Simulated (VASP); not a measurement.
Output of a VASP run:

**OSZICAR**
```
...
DAV:   2    -0.371012383529E+02   -0.19826E+03   -0.19670E+03  2304   0.379E+02
DAV:   3    -0.537490467664E+02   -0.16648E+02   -0.16138E+02  3488   0.714E+01
DAV:   4    -0.542357671533E+02   -0.48672E+00   -0.48127E+00  2016   0.142E+01
DAV:   5    -0.542556803860E+02   -0.19913E-01   -0.19413E-01  2608   0.201E+00    0.182E+01
DAV:   6    -0.404291108012E+02    0.13827E+02   -0.98336E+00  2664   0.219E+01    0.433E+00
DAV:   7    -0.401188968700E+02    0.31021E+00   -0.28273E+00  2040   0.116E+01    0.121E+00
DAV:   8    -0.402330591901E+02   -0.11416E+00   -0.91997E-01  1904   0.608E+00    0.121E+00
DAV:   9    -0.400496405059E+02    0.18342E+00   -0.68552E-01  2208   0.574E+00    0.751E-01
DAV:  10    -0.400085607363E+02    0.41080E-01   -0.96886E-02  2072   0.293E+00    0.291E-01
DAV:  11    -0.400146888238E+02   -0.61281E-02   -0.24499E-03  2808   0.282E-01    0.280E-01
DAV:  12    -0.401397015355E+02   -0.12501E+00   -0.23308E-02  1792   0.117E+00    0.209E-01
DAV:  13    -0.403041882575E+02   -0.16449E+00   -0.42863E-01  2080   0.287E+00    0.274E-01
DAV:  14    -0.403030258391E+02    0.11624E-02   -0.10752E-02  2776   0.469E-01    0.288E-01
DAV:  15    -0.403031346950E+02   -0.10886E-03   -0.12311E-04  2240   0.615E-02    0.284E-01
DAV:  16    -0.403047840398E+02   -0.16493E-02   -0.20498E-03  1800   0.241E-01    0.257E-01
DAV:  17    -0.403090396266E+02   -0.42556E-02   -0.29649E-03  2200   0.271E-01    0.305E-01
DAV:  18    -0.403070362877E+02    0.20033E-02   -0.33482E-03  2256   0.180E-01    0.214E-01
DAV:  19    -0.403019181008E+02    0.51182E-02   -0.17187E-02  2208   0.648E-01    0.128E-01
DAV:  20    -0.403059797548E+02   -0.40617E-02   -0.49411E-03  1824   0.363E-01    0.121E-01
DAV:  21    -0.403059484242E+02    0.31331E-04   -0.38249E-04  2616   0.119E-01    0.117E-01
DAV:  22    -0.403062265697E+02   -0.27815E-03   -0.64326E-04  1848   0.118E-01    0.962E-02
DAV:  23    -0.403064372276E+02   -0.21066E-03   -0.48491E-04  2232   0.134E-01    0.835E-02
DAV:  24    -0.403064551162E+02   -0.17889E-04   -0.47521E-05  2616   0.398E-02    0.804E-02
DAV:  25    -0.403064748410E+02   -0.19725E-04   -0.91766E-05  2232   0.591E-02    0.582E-02
DAV:  26    -0.403064957561E+02   -0.20915E-04   -0.40356E-04  1976   0.971E-02    0.275E-02
DAV:  27    -0.403064720307E+02    0.23725E-04   -0.19757E-05  2384   0.219E-02    0.229E-02
DAV:  28    -0.403064789547E+02   -0.69241E-05   -0.16792E-05  1976   0.218E-02    0.194E-02
DAV:  29    -0.403064806711E+02   -0.17163E-05   -0.33590E-06  3112   0.142E-02    0.200E-02
DAV:  30    -0.403064546520E+02    0.26019E-04   -0.18754E-05  2144   0.214E-02    0.150E-02
DAV:  31    -0.403064518576E+02    0.27944E-05   -0.21942E-06  1872   0.765E-03    0.112E-02
DAV:  32    -0.403064418447E+02    0.10013E-04   -0.27043E-06  2152   0.861E-03    0.684E-03
DAV:  33    -0.403064407799E+02    0.10648E-05   -0.73476E-07  1600   0.441E-03    0.422E-03
DAV:  34    -0.403064380358E+02    0.27441E-05   -0.20602E-07  1360   0.270E-03    0.268E-03
DAV:  35    -0.403064390344E+02   -0.99855E-06   -0.35286E-07  1352   0.346E-03    0.153E-03
DAV:  36    -0.403064393903E+02   -0.35590E-06   -0.55746E-08   896   0.181E-03    0.899E-04
DAV:  37    -0.403064401887E+02   -0.79846E-06   -0.30728E-08   896   0.116E-03    0.681E-04
DAV:  38    -0.403064401776E+02    0.11173E-07   -0.42055E-08   896   0.115E-03
   1 F= -.40306440E+02 E0= -.40306440E+02  d E =0.000000E+00
       N       E                     dE             ncg
       N       E                     dE             ncg
```

OUTCAR:
```
------------------------ aborting loop because EDIFF is reached ----------------------------------------
  FORCE on cell =-STRESS in cart. coord.  units (eV):
  Direction    XX          YY          ZZ          XY          YZ          ZX
  --------------------------------------------------------------------------------------
  Total        0.0592196      0.0592196      0.0592196     -0.0000000      0.0000000     -0.0000000
  in kB        1.6031076      1.6031076      1.6031076     -0.0000000      0.0000000     -0.0000000
  external PRESSURE =       1.6031076 kB  Pullay stress =       0.0000000 kB
  volume of cell :       59.19
      direct lattice vectors                 reciprocal lattice vectors
     0.000000000  3.093103320  3.093103320    -0.161649951  0.161649951  0.161649951
     3.093103320  0.000000000  3.093103320     0.161649951 -0.161649951  0.161649951
     3.093103320  3.093103320  0.000000000     0.161649951  0.161649951 -0.161649951
 POSITION                                       TOTAL-FORCE (eV/Angst)
 -----------------------------------------------------------------------------------
      4.63965      4.63965      4.63965        -0.000000     -0.000000     -0.000000
      3.09310      3.09310      3.09310         0.000000      0.000000      0.000000
 -----------------------------------------------------------------------------------
    total drift:                                0.000000     -0.000000     -0.000000
  FREE ENERGIE OF THE ION-ELECTRON SYSTEM (eV)
  ---------------------------------------------------
  free  energy   TOTEN  =       -40.3064401776 eV

  energy  without entropy=      -40.3064401776  energy(sigma->0) =      -40.30644018

 total charge

# of ion       s       p       d       tot
------------------------------------------
    1        2.257   5.879   1.973  10.108
    2        2.257   5.879   1.973  10.108
--------------------------------------------------
tot          4.513  11.758   3.945  20.216
```
(Selected blocks of OUTCAR.)

**POSCAR**
```
Zr
1
   -0.0000000000     3.0931033197     3.0931033197
    3.0931033197     0.0000000000     3.0931033197
    3.0931033197     3.0931033197    -0.0000000000
Zr
2
Direct
  0.7500000000   0.7500000000   0.7500000000
  0.5000000000   0.5000000000   0.5000000000
```

Write an INCAR and KPOINTS that could have produced this output.

One answer among several that fit: the input of the run itself, r2SCAN meta-GGA, plane waves, VASP's PBE PAW potentials (set 64).

**KPOINTS**
```
Automatic mesh
0
Gamma
11 11 11
0 0 0
```

INCAR:
```
SYSTEM = Zr
PREC = Accurate; ENCUT = 400; LREAL = .FALSE.
LASPH = .TRUE.
EDIFF = 1E-7; NELM = 100; ALGO = Normal
LMAXMIX = 4; LMIXTAU = .TRUE.
ISMEAR = -5
METAGGA = R2SCAN
ISIF = 2
LWAVE = .FALSE.; LCHARG = .FALSE.; LORBIT = 11
NEDOS = 601
```

**KPOINTS_OPT**
```
k-points along high-symmetry lines
10
Line-mode
Reciprocal
  0.000000   0.000000   0.000000 ! GAMMA
  0.500000   0.000000   0.500000 ! X

  0.500000   0.000000   0.500000 ! X
  0.625000   0.250000   0.625000 ! U

  0.375000   0.375000   0.750000 ! K
  0.000000   0.000000   0.000000 ! GAMMA

  0.000000   0.000000   0.000000 ! GAMMA
  0.500000   0.500000   0.500000 ! L

  0.500000   0.500000   0.500000 ! L
  0.500000   0.250000   0.750000 ! W

  0.500000   0.250000   0.750000 ! W
  0.500000   0.000000   0.500000 ! X
```

POTCAR, in this order: Zr_sv (PBE.64 set). Program: vasp_std.

For a metal the tetrahedron method with Blöchl corrections gives inexact stress and forces.

The structure was generated: Zr was put into the diamond type (Fd-3m), which need not be its known phase. It was relaxed first, which changed the volume by -11 %.
